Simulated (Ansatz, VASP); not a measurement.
## CuSO4 (Chalcocyanite): VASP beside Ansatz

Aim: how closely do two programs agree when they are given the same cell, functional and k mesh? The cell is taken from a series of runs on this material, whose earlier steps may have relaxed, scaled, displaced or heated it; both programs get it as it stands.

Method: plane waves, with VASP 6.6.1 beside it; single point at PBEsol, DFT+U, in Ansatz 0.2.0.

### 1. The structure

Symmetry: Pnma, No. 62, orthorhombic system. The conventional cell has a = 8.409 Å, b = 6.709 Å, c = 4.833 Å, α = 90.00°, β = 90.00°, γ = 90.00°. Cu has 6 O at 1.92 to 2.37 Å nearest. Nearest to S lie 4 O at 1.45 to 1.52 Å. Nearest to O lie 1 S at 1.45 Å and 2 Cu at 2.37 Å. O has 1 S at 1.52 Å and 2 Cu at 2.05 Å nearest. Nearest to O lie 1 S at 1.47 Å and 1 Cu at 1.92 Å. Farther neighbours and most contacts between anions are not listed.

### 2. Ansatz: single point, PBEsol, DFT+U

Ansatz runs on its default PAW (the set named soft_2) files.

A single point gives forces, pressure and levels at one fixed geometry, so differences don't come from the geometry; what else differs is listed under the comparison.

Contents of input.yaml:

```yaml
crystal:
  lattice:
    - [8.409, 0.0, 0.0]
    - [0.0, 6.709, 0.0]
    - [0.0, 0.0, 4.833]
  atoms:
    - { symbol: Cu, position: [0.0, 0.0, 0.0], spin: 0.7 }
    - { symbol: Cu, position: [0.5, 0.0, 0.5], spin: 0.7 }
    - { symbol: Cu, position: [0.5, 0.5, 0.5], spin: -0.7 }
    - { symbol: Cu, position: [0.0, 0.5, 0.0], spin: -0.7 }
    - { symbol: S, position: [0.18363, 0.25, 0.44979] }
    - { symbol: S, position: [0.31637, 0.75, 0.94979] }
    - { symbol: S, position: [0.68363, 0.25, 0.05021] }
    - { symbol: S, position: [0.81637, 0.75, 0.55021] }
    - { symbol: O, position: [0.1293, 0.25, 0.7353] }
    - { symbol: O, position: [0.3707, 0.75, 0.2353] }
    - { symbol: O, position: [0.6293, 0.25, 0.7647] }
    - { symbol: O, position: [0.8707, 0.75, 0.2647] }
    - { symbol: O, position: [0.3646, 0.25, 0.4385] }
    - { symbol: O, position: [0.1354, 0.75, 0.9385] }
    - { symbol: O, position: [0.8646, 0.25, 0.0615] }
    - { symbol: O, position: [0.6354, 0.75, 0.5615] }
    - { symbol: O, position: [0.1328, 0.0674, 0.3083] }
    - { symbol: O, position: [0.3672, 0.9326, 0.8083] }
    - { symbol: O, position: [0.6328, 0.4326, 0.1917] }
    - { symbol: O, position: [0.8672, 0.5674, 0.6917] }
    - { symbol: O, position: [0.8672, 0.9326, 0.6917] }
    - { symbol: O, position: [0.6328, 0.0674, 0.1917] }
    - { symbol: O, position: [0.3672, 0.5674, 0.8083] }
    - { symbol: O, position: [0.1328, 0.4326, 0.3083] }
magnetization:
  spin_polarized: true
kpoints:
  mp_grid: { grid: [4, 4, 6] }
  band_path:
    path:
      - [0.0, 0.0, 0.0]
      - [0.5, 0.0, 0.0]
      - [0.5, 0.5, 0.0]
      - [0.0, 0.0, 0.0]
      - [0.0, 0.0, 0.5]
      - [0.5, 0.5, 0.5]
      - [0.0, 0.5, 0.0]
    npoints: 11
hamiltonian:
  xc: pbesol
  hubbard:
    sites: [{ species: Cu, l: d, u_eff: 8.4, starting_ns: occupation_matrices }]
    projectors: ortho-atomic
scf:
  occupations: { method: fermi_dirac, width: 0.1 }
  lower_state_search: "off"
output:
  write_bands: true
  eigenstates:
    nscf_kmesh: { grid: [4, 4, 6] }
    top_band: c196
    exchange_couplings: { magnetic: [{ species: Cu }], moments: rigid }
checkpoint:
  read: ground.run
  write: this.run
  compress: false
  write_wavefunctions: false
  write_every: 100000
```

Run with:

```console
ansatz run input.yaml --threads 32 --pin off --max-ram 92160MiB --backend cuda --events-out ev --progress --plain --runs-dir out --max-vram 78GiB
```

Numbers of over 12 decimals in the logs are rounded to 6 here.

The log of the run:

```text
Warning: crystal.symmetry: narrowed to the stabiliser of the occupation matrices — unitary ops 4 → 4, anti-unitary 4 → 0; lowered by the specified shells (site 0, l: d), (site 1, l: d), (site 2, l: d), (site 3, l: d); largest admitted image defect 1.0e-15, smallest excluded 5.2e-6 — at a rounding scale rather than a splitting's, so precision (not physics) most likely lowered the group: (i) a fixed point transcribed at too few decimals — re-emit the block at full precision (to 7 decimals or more, rounded to nearest) from a symmetrised source (a converged report's `n_mat` / `n_mat_spinor`) (of a frozen-density pass: [rest of the remark cut]
Warning: checkpoint.read: the saved state's DFT+U term is not this run's: site 0 `u_ev`: saved 6, current 8.4. As far as this difference goes, the run starts from the state. It converges under its own deck, and can end on the saved state's solution where another lies lower in energy: compare its result with that of a run that reads no state
Warning: checkpoint.read: this deck types DFT+U occupations (hamiltonian.hubbard.sites[].starting_ns) that are not shown to be those of the saved run. The run lays them and its moments on the saved charge alone, without the saved matrices and orbitals. Where it can, it adopts starting moments for atoms that the deck gives none. It can end on another state than the saved one. A deck that types no starting_ns takes the saved state as far as its other differences allow
hamiltonian.hubbard.sites[].starting_ns: atoms 0, 1, 2, 3 take their starting occupation matrices from occupation_matrices, whose run converged (SHA-256 )
Engine: ansatz 0.2.0, aarch64-unknown-linux-gnu
Pseudopotentials: kind: paw
Pseudopotential: Cu, paw, valence charge 19, recommended cutoff 420 eV (normal), Cu.paw.azcp
Pseudopotential: S, paw, valence charge 6, recommended cutoff 420 eV (normal), S.paw.azcp
Pseudopotential: O, paw, valence charge 6, recommended cutoff 420 eV (normal), O.paw.azcp
Functional definition: PBEsol
  exchange = pbesol_x
  correlation = pbesol_c
concurrent solve slots: 28 of 32 are kept, ahead of what memory takes: no pass of the eigensolver takes more rounds on 28
[...]
Crystal: 24 atoms, lattice volume = 272.658 Å³
Basis set: ecut = 420 eV, 5315 PW (Γ)
Bands: 124, of which v1, the nominal top of the filled ones, is band 98 counted from 1 (97 counted from 0)
Symmetry: 4 space group operations
Space group: P21/c (ITA 14), of the structure as read, at distance tolerance 6.5e-5 Å
Magnetic group: BNS 62.446 (UNI 544), of the structure as read, at distance tolerance 6.5e-5 Å
k-points: 40 of 96
Non-local potential: Cu, projectors of the file, l = 0: 3, l = 1: 2, l = 2: 3, l = 3: 1
Non-local potential: S, projectors of the file, l = 0: 2, l = 1: 2, l = 2: 2
Non-local potential: O, projectors of the file, l = 0: 2, l = 1: 2, l = 2: 1
PAW form: soft (Blöchl's): semilocal exchange-correlation on the pseudo side does not see the compensation charge
PAW frozen core: Cu, regenerated for the run's functional, and the local potential with it (the file was generated under x = pbe(κ = 0.804, μ = 0.219515), c = pbe(β = 0.066725))
PAW frozen core: S, regenerated for the run's functional, and the local potential with it (the file was generated under x = pbe(κ = 0.804, μ = 0.219515), c = pbe(β = 0.066725))
[...]
SCF 1 converged in 18 iterations: F = -38849.337291 eV  dr2 = 5.79e-9
[...]
SCF converged after 18 iterations
[...]
k-point 1 ↑: bands = ["-107.0943", "-107.0943", "-106.0878", "-106.0878", "-65.3630", "-65.3630", "-64.8598", "-64.8598", "-63.9462", "-63.9462", "-63.7515", "-63.7515", "-63.5175", "-63.5175", "-63.1236", "-63.1236", "-18.0883", "-17.9597", "-17.9008", "-17.8911", "-14.0214", "-13.9696", "-13.8863", "-13.8593", "-13.7495", "-13.6859", "-13.6379", "-13.6258", "-13.6105", "-13.5602", "-13.5346", "-13.4921", "-4.9821 [...]
  k-point 2 ↑: bands = ["-107.0943", "-107.0943", "-106.0878", "-106.0878", "-65.3630", "-65.3630", "-64.8598", "-64.8598", "-63.9462", "-63.9462", "-63.7515", "-63.7515", "-63.5175", "-63.5175", "-63.1236", "-63.1236", "-18.0322", "-17.9410", "-17.9247", "-17.8989", "-13.9639", "-13.9444", "-13.8801", "-13.8625", "-13.8047", "-13.7383", "-13.6805", "-13.6480", "-13.6055", "-13.5819", "-13.5628", "-13.5197", "-4.7329 [...]
  k-point 39 ↓: bands = ["-107.0942", "-107.0942", "-106.0878", "-106.0878", "-65.3629", "-65.3629", "-64.8598", "-64.8598", "-63.9463", "-63.9463", "-63.7516", "-63.7516", "-63.5174", "-63.5174", "-63.1237", "-63.1237", "-17.9525", "-17.9525", "-17.9345", "-17.9345", "-13.9490", "-13.9490", "-13.9270", "-13.9270", "-13.7322", "-13.7322", "-13.7016", "-13.7016", "-13.5847", "-13.5847", "-13.5411", "-13.5411", "-4.691 [...]
Occupation matrices written to <dir>
```

(Part 1 of 2 ends here.)

[Lines on the potential files, build, host, timing and source positions are cut from VASP's logs without a mark.]

[Logs are printed without paths, hosts, clocks, repeated set-up lines and the standing remarks that a program may print on its own settings, such as how far it seeks lower states.]

[Hosts, paths, dates, database ids (printed as entryN), source tags and the programs' standing remarks are cut or masked in the printed files.]
